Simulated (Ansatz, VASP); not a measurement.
## Cross-check of Be2N between VASP and Ansatz

One calculation is typed for both programs; each brings its own data sets. How far apart do they land? The cell is generated by rule, not measured, and may not be a known phase. The cell is taken from a series of runs on this material, whose earlier steps may have relaxed, scaled, displaced or heated it; both programs get it as it stands.

Main program and level: Ansatz 0.2.0; plane waves, with VASP 6.6.1 beside it; relaxation of cell and atoms at PBEsol and zone-centre phonons at PBEsol.

### 1. Set-up

Symmetry: R-3m, No. 166, trigonal system. The conventional cell has a = 2.646 Å, b = 2.646 Å, c = 12.131 Å, α = 90.00°, β = 90.00°, γ = 120.00°. Nearest to Be lie 3 N at 1.72 Å. N has 6 Be at 1.72 Å nearest. Farther neighbours and most contacts between anions are not listed.

As a file:

```
Be N
1.0
     1.32323    0.76397    4.04354
    -1.32323    0.76397    4.04354
     0.00000   -1.52794    4.04354
Be N
2 1
Direct
  0.26770 0.26770 0.26770
  0.73230 0.73230 0.73230
  0.00000 0.00000 0.00000
```

### 2. VASP: relaxation of cell and atoms, PBEsol, pair 1

The relaxed volume is the usual yardstick between codes: in a stiff, nearly cubic crystal its relative difference is about their pressure difference at one cell divided by the bulk modulus.

Lines of VASP's logs that name or quote its potential files are left out, and so is its time.

INCAR reads:

```
SYSTEM = Be2N
PREC = Accurate
ENCUT = 600
EDIFF = 1E-07
NELM = 120
ISMEAR = 0
SIGMA = 0.1
LREAL = .FALSE.
ALGO = Normal
GGA = PS
NBANDS = 10
LORBIT = 11
LWAVE = .FALSE.
LCHARG = .FALSE.
ISIF = 3
IBRION = 2
NSW = 80
EDIFFG = -0.005
LASPH = .TRUE.
GGA_COMPAT = .FALSE.
NELMIN = 4
KPAR = 2
```

POSCAR reads:

```
Be2N
1.0
    1.3232330000      0.7639690000      4.0435360000
   -1.3232330000      0.7639690000      4.0435360000
    0.0000000000     -1.5279380000      4.0435360000
Be N
2 1
Direct
    0.2677018332      0.2677018332      0.2677018332
    0.7322980843      0.7322980843      0.7322980843
    0.0000000000      0.0000000000      0.0000000000
```

KPOINTS reads:

```
Automatic mesh
0
Gamma
18 18 18
0 0 0
```

The projector-augmented-wave data sets are Be and N (PBE family, release 64).

Command:

```console
$ mpirun -np 2 vasp_std
```

Numbers of over 12 decimals in the logs are rounded to 6 here.

The program printed:

```text
[banner, memory and clock lines left out]
running    2 mpi-ranks, on    1 nodes
 distrk:  each k-point on    1 cores,    2 groups
 distr:  one band on    1 cores,    1 groups

 POSCAR found type information on POSCAR BeN
 POSCAR found :  2 types and       3 ions
|                                                                             |
|               ----> ADVICE to this user running VASP <----                  |
|                                                                             |
|     You enforced a specific xc type in the INCAR file but a different       |
|     [... a line on the potential file left out ...]
|     I HOPE YOU KNOW WHAT YOU ARE DOING!                                     |
|                                                                             |

 LDA part: xc-table for (Slater+PW92), standard interpolation
 POSCAR, INCAR and KPOINTS ok, starting setup
 FFT: planning ... GRIDC
 FFT: planning ... GRID_SOFT
 FFT: planning ... GRID
 WAVECAR not read
 entering main loop
       N       E                     dE             d eps       ncg     rms          rms(c)
DAV:   1     0.159182905509E+02    0.15918E+02   -0.43418E+03 11600   0.845E+02
DAV:   2    -0.186804394857E+02   -0.34599E+02   -0.32263E+02 15134   0.172E+02
DAV:   3    -0.202933463577E+02   -0.16129E+01   -0.15989E+01 15964   0.339E+01
DAV:   4    -0.203026686571E+02   -0.93223E-02   -0.93178E-02 16168   0.253E+00
DAV:   5    -0.203026988852E+02   -0.30228E-04   -0.30225E-04 15836   0.117E-01    0.751E+00
DAV:   6    -0.181659764861E+02    0.21367E+01   -0.93521E+00 15574   0.195E+01    0.274E+00
DAV:   7    -0.180831028816E+02    0.82874E-01   -0.24970E-01 14770   0.410E+00    0.189E+00
DAV:   8    -0.180410619312E+02    0.42041E-01   -0.12384E-01 14152   0.261E+00    0.336E-01
DAV:   9    -0.180402562050E+02    0.80573E-03   -0.41969E-03 15048   0.552E-01    0.152E-01
DAV:  10    -0.180402458361E+02    0.10369E-04   -0.28093E-04 14250   0.120E-01    0.234E-02
DAV:  11    -0.180402360395E+02    0.97966E-05   -0.38478E-05 14542   0.355E-02    0.643E-03
DAV:  12    -0.180402362524E+02   -0.21295E-06   -0.12037E-06 14834   0.976E-03    0.379E-03
DAV:  13    -0.180402361806E+02    0.71819E-07   -0.25835E-07 14590   0.410E-03
   1 F= -.18040236E+02 E0= -.18038465E+02  d E =-.180402E+02
[... from here on, the cycles between the ionic steps are left out ...]
   2 F= -.18040632E+02 E0= -.18038847E+02  d E =-.395699E-03
   3 F= -.18040667E+02 E0= -.18038885E+02  d E =-.431198E-03
   4 F= -.18040879E+02 E0= -.18039094E+02  d E =-.211448E-03
   5 F= -.18041278E+02 E0= -.18039491E+02  d E =-.610263E-03
   6 F= -.18040957E+02 E0= -.18039146E+02  d E =-.289849E-03
   7 F= -.18041339E+02 E0= -.18039549E+02  d E =-.671455E-03
   8 F= -.18041348E+02 E0= -.18039559E+02  d E =-.955625E-05
 trial-energy change:   -0.000010  1 .order   -0.000009   -0.000170    0.000152
 step:   0.9873(harm=  0.9799)  dis= 0.00155  next Energy=   -18.041384 (dE=-0.452E-04)
 bond charge predicted
       N       E                     dE             d eps       ncg     rms          rms(c)
DAV:   1    -0.180414259583E+02   -0.77503E-04   -0.16244E-03 11762   0.289E-01    0.429E-02
DAV:   2    -0.180413837728E+02    0.42186E-04   -0.21287E-04 14078   0.114E-01    0.723E-03
DAV:   3    -0.180413839591E+02   -0.18636E-06   -0.87530E-06 13180   0.274E-02    0.288E-03
DAV:   4    -0.180413837619E+02    0.19719E-06   -0.46200E-07 15196   0.477E-03    0.177E-03
DAV:   5    -0.180413836963E+02    0.65630E-07   -0.79443E-08  7280   0.230E-03
   9 F= -.18041384E+02 E0= -.18039594E+02  d E =-.448622E-04
 curvature:  -0.74 expect dE=-0.930E-07 dE for cont linesearch -0.792E-10
 trial: gam=-0.00196 g(F)=  0.329E-07 g(S)=  0.933E-07 ort =-0.121E-06 (trialstep = 0.168E+01)
 search vector abs. value=  0.127E-06
 reached required accuracy - stopping structural energy minimisation
```

From OUTCAR (step 2):

```text
ion  position               nearest neighbor table
   1  0.268  0.268  0.268-   3 1.72   3 1.72   3 1.72   2 2.21   2 2.21   2 2.21
   2  0.732  0.732  0.732-   3 1.72   3 1.72   3 1.72   1 2.21   1 2.21   1 2.21
   3  0.000  0.000  0.000-   2 1.72   2 1.72   2 1.72   1 1.72   1 1.72   1 1.72

  LATTYP: Found a trigonal (rhomboedric) cell.
 ALAT       =     4.3225892227
 COS(alpha) =     0.8125805037

 Subroutine GETGRP returns: Found 12 space group operations
 (whereof 12 operations were pure point group operations)

The static configuration has the point symmetry D_3d.

 Found    580 irreducible k-points:

   k-points           NKPTS =    580   k-points in BZ     NKDIM =    580   number of bands    NBANDS=     10

   dimension x,y,z NGX =    36 NGY =   36 NGZ =   36
   dimension x,y,z NGXF=    72 NGYF=   72 NGZF=   72

   ENCUT  =  600.0 eV  44.10 Ry    6.64 a.u.   8.63  8.63  8.63*2*pi/ulx,y,z

   NELECT =       9.0000    total number of electrons

 k-points in reciprocal lattice and weights: Automatic mesh
   0.00000000  0.00000000  0.00000000       0.000
   0.05555556  0.00000000  0.00000000       0.001
   0.11111111  0.00000000  0.00000000       0.001
   0.16666667  0.00000000  0.00000000       0.001
   0.22222222  0.00000000  0.00000000       0.001
   0.27777778  0.00000000  0.00000000       0.001
   0.33333333  0.00000000  0.00000000       0.001
   0.38888889 -0.00000000  0.00000000       0.001
   0.44444444  0.00000000  0.00000000       0.001
[...]
-0.44444444  0.50000000  0.44444444       0.001
   0.50000000  0.50000000  0.50000000       0.000

 average (electrostatic) potential at core
       1 -33.9979       2 -33.9979       3 -62.4967

 E-fermi :   6.7701

 k-point     1 :       0.0000    0.0000    0.0000
  band No.  band energies     occupation
      1     -12.0489      2.00000
      2       0.1007      2.00000
      3       1.6788      2.00000
      4       4.4703      2.00000
      5       4.4703      2.00000
      6      14.4489      0.00000
      7      14.7247      0.00000
      8      14.9058      0.00000
      9      14.9058      0.00000
     10      21.4579      0.00000

 k-point     2 :       0.0556    0.0000    0.0000
  band No.  band energies     occupation
      1     -11.9960      2.00000
      2       0.1038      2.00000
      3       1.7936      2.00000
      4       4.1868      2.00000
      5       4.3729      2.00000
      6      14.5056      0.00000
      7      14.6482      0.00000
      8      14.9850      0.00000
      9      15.0472      0.00000
     10      21.1307      0.00000

 k-point     3 :       0.1111    0.0000    0.0000
  band No.  band energies     occupation
      1     -11.8387      2.00000
      2       0.1237      2.00000
      3       2.1223      2.00000
      4       3.4296      2.00000
      5       4.1072      2.00000
      6      14.1450      0.00000
      7      14.8442      0.00000
      8      15.1681      0.00000
      9      15.4070      0.00000
     10      20.4936      0.00000

  Total       -0.0016751     -0.0016751     -0.0004377      0.0000000      0.0000000     -0.0000000
  in kB       -0.1102069     -0.1102069     -0.0287966      0.0000000      0.0000000     -0.0000000
  external PRESSURE =      -0.0830701 kB  Pullay stress =       0.0000000 kB

  energy-cutoff  :      600.00
  volume of cell :       24.35
      direct lattice vectors                 reciprocal lattice vectors
     1.325768918  0.765433113  3.999698053     0.377139631  0.217741647  0.083339624
    -1.325768918  0.765433113  3.999698053    -0.377139631  0.217741647  0.083339624
    -0.000000000 -1.530866227  3.999698053     0.000000000 -0.435483294  0.083339624

 POSITION                                       TOTAL-FORCE (eV/Angst)
 -----------------------------------------------------------------------------------
     -0.00000      0.00000      3.20107        -0.000000      0.000000      0.000584
     -0.00000      0.00000      8.79802         0.000000      0.000000     -0.000584
      0.00000      0.00000      0.00000        -0.000000     -0.000000     -0.000000
 -----------------------------------------------------------------------------------
    total drift:                               -0.000000     -0.000000      0.000014

  FREE ENERGIE OF THE ION-ELECTRON SYSTEM (eV)
  ---------------------------------------------------
  free  energy   TOTEN  =       -18.0413836963 eV

  energy  without entropy=      -18.0378041827  energy(sigma->0) =      -18.03959394

 reached required accuracy - stopping structural energy minimisation

 total charge
# of ion       s       p       d       tot
------------------------------------------
    1        0.392   0.751   0.000   1.142
    2        0.392   0.751   0.000   1.142
    3        1.225   2.659   0.000   3.884
--------------------------------------------------
tot          2.008   4.161   0.000   6.169

[... 3 further parts left out ...]
```

CONTCAR:

```
Be2N
   1.00000000000000
     1.3257689182142436    0.7654331134721143    3.9996980532601900
    -1.3257689182142436    0.7654331134721143    3.9996980532601900
    -0.0000000000000000   -1.5308662269442286    3.9996980532601900
  Be              N
     2     1
Direct
     0.2667761437584305    0.2667761437584305    0.2667761437584305
     0.7332237737415678    0.7332237737415678    0.7332237737415678
     0.0000000000000000    0.0000000000000000    0.0000000000000000
```

This run has no spin polarisation. Its electron count is odd, so without a moment it is a metal by construction.

### 3. Ansatz: relaxation of cell and atoms, PBEsol, pair 1

Ansatz runs on its default PAW (the set named soft_2) files.

The same cell, functional, mesh and smearing now go to Ansatz, which takes its cutoff from its data sets.

input.yaml reads:

```yaml
crystal:
  lattice:
    - [1.32323316, 0.7639690211, 4.043535509]
    - [-1.32323316, 0.7639690211, 4.043535509]
    - [0.0, -1.5279380423, 4.043535509]
  atoms:
    - { symbol: Be, position: [0.2677018498, 0.2677018498, 0.2677018498] }
    - { symbol: Be, position: [0.7322981502, 0.7322981502, 0.7322981502] }
    - { symbol: "N", position: [0.0, 0.0, 0.0] }
kpoints:
  mp_grid: { grid: [18, 18, 18] }
hamiltonian:
  xc: pbesol
scf:
  occupations: { method: gaussian, width: 0.1 }
output:
  forces: true
  stress: true
  eigenvalues: true
relax:
  adjacent_minimum: "off"
  f_tol: 0.005
  max_steps: 80
  cell: { stress_tol: 0.05 }
```

Command:

```console
$ ansatz run input.yaml --threads 8 --pin off --max-ram 14336MiB --backend cpu --events-out ev --progress --plain --runs-dir out
```

The program printed:

```text
basis.fft_grid_basis auto: the FFT boxes are laid along the combinations [[1, 0, -1], [0, 1, -1], [0, 0, 1]] of the cell's own vectors, 2.646, 2.646 and 4.323 Å long. The dense box has 18×18×30 points. Along the cell's own vectors, as sized, it would have 30×30×30, 2.78 times as many. Of the 12 symmetry operations that the crystal satisfies within crystal.symmetry.tolerance (time reversal apart; of a slab, those that [...]
Engine: ansatz 0.2.0, x86_64-unknown-linux-gnu
Pseudopotentials: kind: paw
Pseudopotential: Be, paw, valence charge 2, recommended cutoff 420 eV (normal), Be.paw.azcp
Pseudopotential: N, paw, valence charge 5, recommended cutoff 420 eV (normal), N.paw.azcp
Functional definition: PBEsol
  exchange = pbesol_x
  correlation = pbesol_c
Crystal: 3 atoms, lattice volume = 24.526 Å³
Basis set: ecut = 420 eV, 493 PW (Γ), FFT grids on a1−a3, a2−a3, a3, exchange–correlation on 36×36×60 points (8 copies of the dense FFT grid, shifted against one another)
Bands: 9, of which v1, the nominal top of the filled ones, is band 5 counted from 1 (4 counted from 0)
Symmetry: 12 space group operations
Space group: R-3m (ITA 166), of the structure as read, at distance tolerance 2.9e-5 Å
k-points: 580 of 5832
Non-local potential: Be, projectors of the file, l = 0: 2, l = 1: 2, l = 2: 1
Non-local potential: N, projectors of the file, l = 0: 2, l = 1: 2, l = 2: 1
PAW form: soft (Blöchl's): semilocal exchange-correlation on the pseudo side does not see the compensation charge
PAW frozen core: Be, regenerated for the run's functional, and the local potential with it (the file was generated under x = pbe(κ = 0.804, μ = 0.219515), c = pbe(β = 0.066725))
PAW frozen core: N, regenerated for the run's functional, and the local potential with it (the file was generated under x = pbe(κ = 0.804, μ = 0.219515), c = pbe(β = 0.066725))
PAW one-centre angular grid: Be, 110 points (default); XC on 64 Gauss nodes
PAW one-centre angular grid: N, 110 points (default); XC on 64 Gauss nodes
Initial density: superposition of atomic densities (neutral atoms: chi_scale 0, normalization atom), corrected by the library's trained network
Initial wavefunctions: pseudopotential atomic-orbital guess
Functional: x = pbesol(κ = 0.804, μ = 0.123457), c = pbesol(β = 0.046)
SCF iter   1: F=—  HF=-560.640578 eV  |F-HF|=—  |Δ(HF+E_count)|=         —  Δρ=1.46e-2  dr2=5.05e-2  ethr=1.77e-3  ⟨swp⟩=5.1  Hψ=38472  notcnv=0
preconditioner: auto → none  [metal: Δε(μ)=0.012 eV  Ē_g=14.593 eV  σ=0.100 eV  W_gap=0.07  n_scr=2 (ndim 8)  ℏωp=22.5 eV  f_vac=0.000  D(μ)=0.71/eV (n_scr^D=2)  sad-step TF]
SCF iter   2: F=—  HF=-560.626450 eV  |F-HF|=—  |Δ(HF+E_count)|=   1.41e-2  Δρ=3.12e-3  dr2=2.17e-3  ethr=5.61e-4  ⟨swp⟩=1.6  Hψ=10384  notcnv=0  defer=1
SCF iter   3: F=—  HF=-560.625514 eV  |F-HF|=—  |Δ(HF+E_count)|=   9.36e-4  Δρ=1.12e-3  dr2=1.40e-4  ethr=2.42e-5  ⟨swp⟩=2.3  Hψ=7075  notcnv=0  defer=1
SCF iter   4: F=—  HF=-560.625418 eV  |F-HF|=—  |Δ(HF+E_count)|=   9.64e-5  Δρ=1.20e-4  dr2=3.58e-6  ethr=1.55e-6  ⟨swp⟩=2.0  Hψ=7669  notcnv=0  defer=1
SCF iter   5: F=—  HF=-560.625347 eV  |F-HF|=—  |Δ(HF+E_count)|=   7.08e-5  Δρ=1.27e-5  dr2=2.01e-8  ethr=3.98e-8  ⟨swp⟩=2.6  Hψ=7376  notcnv=0  defer=1
SCF iter   6: F=-560.625347 eV  HF=-560.625347 eV  |F-HF|=5.01e-11  |Δ(HF+E_count)|=   1.15e-9  Δρ=1.31e-6  dr2=2.17e-10  ethr=2.23e-10  ⟨swp⟩=2.6  Hψ=17680  notcnv=0
SCF 1 converged in 6 iterations: F = -560.625347 eV  dr2 = 2.17e-10
  greatest PAW one-centre occupation: 0.791 electrons in one spin orbital (limit 2), on the N atom at site 2 (counted from 0), in its partial waves of l = 0
relax step   1: F+E_penalty+E_count = -560.62534677 eV  Δ(F+E_penalty+E_count) = +0.000e0 eV  max|allowed force component| = 2.362e-2 eV/Å  Δτ_max = 0.0000 Å  P = -0.026 GPa  Ω = 24.526 Å³  (6 SCF iters, dr2 threshold 1.00e-7 eV, accepted)
[...]
relax step   2: F+E_penalty+E_count = -560.62597636 eV  Δ(F+E_penalty+E_count) = -6.296e-4 eV  max|allowed force component| = 3.885e-3 eV/Å  Δτ_max = 0.0056 Å  P = +0.213 GPa  Ω = 24.369 Å³  energy of the carried Pulay correction = +4.021e-4 eV  (4 SCF iters, dr2 threshold 1.71e-7 eV, accepted)
[...]
relax step   3: F+E_penalty+E_count = -560.62592564 eV  Δ(F+E_penalty+E_count) = +5.072e-5 eV  max|allowed force component| = 6.613e-3 eV/Å  Δτ_max = 0.0005 Å  P = +0.081 GPa  Ω = 24.396 Å³  energy of the carried Pulay correction = +3.336e-4 eV  (3 SCF iters, dr2 threshold 1.78e-7 eV, accepted)
[...]
relax step   4: F+E_penalty+E_count = -560.62591273 eV  Δ(F+E_penalty+E_count) = +1.291e-5 eV  max|allowed force component| = 3.229e-3 eV/Å  Δτ_max = 0.0001 Å  P = +0.019 GPa  Ω = 24.402 Å³  energy of the carried Pulay correction = +3.176e-4 eV  (4 SCF iters, dr2 threshold 1.77e-8 eV, accepted)
[...]
relax step   5: F+E_penalty+E_count = -560.62563339 eV  Δ(F+E_penalty+E_count) = +2.793e-4 eV  max|allowed force component| = 3.293e-3 eV/Å  Δτ_max = 0.0000 Å  P = -0.002 GPa  Ω = 24.402 Å³  stress off target by 2.47e-2 GPa  SCF on the basis re-selected at this cell (its energy is not comparable with the rows above)  (5 SCF iters)
basis re-selected at this cell: Δ(F+E_penalty+E_count) = +2.793e-4 eV, ΔP = -0.021 GPa vs the last step (what re-selecting the basis moved, of the pressure what is left beyond the Pulay correction that the steps carried, after the strain that the cell walked since its last selection, with what the two solves' SCF thresholds leave and, on support functions, any second-order correction that the steps lacked; it is no m [...]
SCF converged after 5 iterations
Free energy (F): -560.625633 eV
Harris-Foulkes:  -560.625633 eV  (|F-HF|=1.48e-12)
Internal energy: -560.622074 eV  (E = F + TS)
E sigma→0 (E₀):  -560.623854 eV
Entropy (-TS):   -0.003560 eV (-1.187 meV/atom)
Fermi energy:    8.363319 eV
--- Per-component energies (eV) ---
  E_band       = 1.649947
  E_kinetic    = 175.743828
  E_local      = -314.815090  (includes V_loc(G=0)·N_el)
  E_nonlocal   = 54.352614
  E_hartree    = 113.503252
  E_xc         = -99.292709
  E_vxc        = -118.368848  (∫ρ·V_xc dr)
  E_paw        = -237.228852  (= ΣΔE_a)
  E_vpaw       = -22.269180  (= ΣTr[D̂ρ^β])
  E_aug_tail   = 0.000104  (compensation charges beyond the density's cutoff)
  E_ewald      = -252.932382
  E_core_change = 0.047161  (= ΣΔE_core)
  E_smearing   = -0.003560  (= −TS)
  E_closure    = 0.000000  (closes the sum)
  Σ components = -560.625633   (vs F -560.625633, Δ=0.00e0)
--- Forces (eV/Å), atoms counted from 1 ---
  atom   1  Be    -0.00000000     0.00000000    -0.00329287
  atom   2  Be     0.00000000    -0.00000000     0.00329287
  atom   3  N      0.00000000    -0.00000000     0.00000000
  max |Σ_I F_I| component: 9.25e-18 eV/Å
--- Stress (GPa, compression-positive) ---
        0.010004      -0.000000       0.000000
       -0.000000       0.010004       0.000000
        0.000000       0.000000      -0.024666
  P = ⅓ Tr σ = -0.0016 GPa (-0.016 kbar)
--- Band table (eV; the first three rows and the last of 580) ---
  k-point 0: bands = ["-10.5044", "1.6264", "3.2718", "6.0313", "6.0313", "16.0618", "16.1919", "16.5090", "16.5090"]
  k-point 1: bands = ["-10.4516", "1.6314", "3.3852", "5.7469", "5.9330", "16.0263", "16.2281", "16.5728", "16.6521"]
  k-point 2: bands = ["-10.2942", "1.6563", "3.7112", "4.9885", "5.6659", "15.6610", "16.4182", "16.7840", "17.0182"]
  k-point 579: bands = ["-10.3824", "-0.8954", "5.9999", "5.9999", "8.5571", "12.8921", "16.1991", "16.7006", "16.7006"]
--- Relaxed structure (4 steps of the walk, 4 accepted, 1 SCFs on fresh bases) ---
  F+E_penalty+E_count = -560.62563339 eV   max|allowed force component| = 3.293e-3 eV/Å   (the final SCF, on the basis selected at the relaxed cell)
  cell:  # Å, volume = 24.4020 Å³
    - [1.323758, 0.764272, 4.019917]
    - [-1.323758, 0.764272, 4.019917]
    - [0, -1.528544, 4.019917]
  atoms:
    - { symbol: Be, position: [0.267276, 0.267276, 0.267276] }
    - { symbol: Be, position: [0.732724, 0.732724, 0.732724] }
    - { symbol: N, position: [0, 0, 0] }
```

The column dr2 measures how far the density is from self-consistency, as an energy; F and HF (Harris–Foulkes) agree once it is small.

### 4. Side by side

Known differences besides the potentials themselves: the cutoff is 420 eV in Ansatz and 600 eV in VASP; Ansatz makes its cores anew for this functional, VASP keeps those of its PBE data sets; Ansatz adds a Pulay correction to the stress that steers its cell, VASP none. Total energies have different zeros and are not compared.

Compared:

```tsv
quantity	Ansatz	VASP	difference
volume (Å³)	24.40	24.35	+0.20 %
edge a after relaxation, in the typed setting (Å)	4.301	4.283	+0.42 %
```

(Part 1 of 2 ends here.)

[Lines on the potential files, build, host, timing and source positions are cut from VASP's logs without a mark.]

[Logs are printed without paths, hosts, clocks, repeated set-up lines and the standing remarks that a program may print on its own settings, such as how far it seeks lower states.]

[Hosts, paths, dates, database ids (printed as entryN), source tags and the programs' standing remarks are cut or masked in the printed files.]
